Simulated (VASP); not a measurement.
Data:

```xyz
3
Lattice="1.8709 -3.2404 0.0000 1.8709 3.2404 0.0000 0.0000 0.0000 5.9677" Properties=species:S:1:pos:R:3 pbc="T T T"
Zr     0.0000     0.0000     0.0000
S      1.8709     1.0801     1.4359
S      1.8709    -1.0801     4.5318
```

The numbers are results of vdW-DF2, VASP's PBE PAW potentials (set 64) (plane waves; VASP), not measurements. Run with 520 eV cut-off, 7×7×4 Γ-centred mesh, Gaussian smearing of 0.050 eV, potentials Zr_sv S.

### Question
The ions and cell shape at fixed volume are relaxed. Which structure does the run end with?

### Answer

```xyz
3
Lattice="1.8802 -3.2566 0.0000 1.8802 3.2566 0.0000 0.0000 0.0000 5.9085" Properties=species:S:1:pos:R:3 pbc="T T T"
Zr     0.0000     0.0000     0.0000
S      1.8802     1.0855     1.4553
S      1.8802    -1.0855     4.4533
```
Space group P-3m1 (164), at a tolerance of 0.03 Å.

### Question
How much energy does the relaxation gain?

### Answer
The energy (σ→0) changes by -3.9 meV/atom, in 5 ionic steps.

The compound is ZrS2 in the 1T layered structure. This cell is one point of a volume scan, at 0.97 of the reference volume. Symmetry was kept, so distortions that lower it aren't found.
